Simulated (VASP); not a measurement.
Calculation: PBE GGA, VASP's PBE PAW potentials (set 64) (plane waves; VASP).

VASP ran on this input.

### INCAR
```
# general
SYSTEM  = PtSe2
PREC    = Accurate
ENCUT   = 400   # plane-wave cut-off (eV)
LREAL   = F
LASPH   = T   # aspherical one-centre terms

# electronic loop
EDIFF   = 1E-4   # SCF stop (eV)
NELM    = 100
ALGO    = Normal   # blocked Davidson
LMAXMIX = 6   # l cut-off of mixed one-centre charges

# smearing
ISMEAR  = 0   # Gaussian
SIGMA   = 0.05   # width (eV)

# functional
GGA     = PE   # PBE

# ions
ISIF    = 2

# output
LWAVE   = F
LCHARG  = F
```

File POSCAR:
```
PtSe2
1
    1.8650000000    -3.2302750000     0.0000000000
    1.8650000000     3.2302750000     0.0000000000
    0.0000000000     0.0000000000     5.0800000000
Pt Se
1 2
Direct
  0.0000000000   0.0000000000   0.0000000000
  0.3333330000   0.6666670000   0.2550000000
  0.6666670000   0.3333330000   0.7450000000
```

KPOINTS:
```
Automatic
0
Gamma
  6 6 4
```

POTCAR, in this order: Pt Se (PBE.64 set). Program: vasp_std.

Unless said otherwise, spin-orbit coupling is left out, though it shifts the bands of the heavy elements here.

**Question.** Estimate the energy per atom (σ→0), pressure, largest force, band gap (on the k-mesh).

**Answer.** 
```
Quantity                                                    Result
------------------------  ----------------------------------------
energy per atom (σ→0)                               -4.739 eV/atom
band gap (on the k-mesh)  none (metal, semimetal or under 0.01 eV)
pressure                                                  4.84 GPa
largest force                                           0.204 eV/Å
```

### OSZICAR
```
...
DAV:   5    -0.149923019042E+02   -0.34858E-03   -0.34858E-03   860   0.418E-01    0.128E+01
DAV:   6    -0.144415873233E+02    0.55071E+00   -0.50734E+00   727   0.220E+01    0.788E+00
DAV:   7    -0.142386360846E+02    0.20295E+00   -0.95564E-01   727   0.104E+01    0.386E+00
DAV:   8    -0.142212208791E+02    0.17415E-01   -0.63050E-02   790   0.189E+00    0.883E-01
DAV:   9    -0.142185023420E+02    0.27185E-02   -0.94173E-03   846   0.104E+00    0.204E-01
DAV:  10    -0.142186622381E+02   -0.15990E-03   -0.11517E-03   811   0.305E-01    0.552E-02
DAV:  11    -0.142186647178E+02   -0.24798E-05   -0.16496E-04   598   0.137E-01
   1 F= -.14218665E+02 E0= -.14217356E+02  d E =-.261790E-02
```

The compound is PtSe2 in the 1T layered structure. The cell was not relaxed at this level. The k-mesh is coarse (spacing up to 0.32 per Å, 2π included), so the numbers may not be converged in it. The run is one of a series of settings (EDIFF = 1E-4 against the base run), some of them coarse on purpose.
